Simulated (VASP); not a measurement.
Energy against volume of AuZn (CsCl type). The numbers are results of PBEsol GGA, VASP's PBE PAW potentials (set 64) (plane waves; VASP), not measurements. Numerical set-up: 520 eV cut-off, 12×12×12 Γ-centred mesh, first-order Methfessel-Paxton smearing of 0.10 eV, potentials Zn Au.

```
V (Å³/atom)  E (eV/atom)
-----------  -----------
14.399          -2.94845
14.858          -2.97056
15.318          -2.97764
15.777          -2.97231
```

Fit these four points and predict the energy of the run at 16.237 Å³/atom.

A cubic in V^(−2/3), the third-order Birch-Murnaghan form, passes through the four points with V0 = 15.34 Å³/atom and B0 = 143 GPa, and gives -2.9568 eV/atom there. The run gave -2.9567 eV/atom, +0.0 meV/atom from the fit; all five points give B0 = 143 GPa.

The compound is AuZn in the CsCl type structure. It was relaxed first.
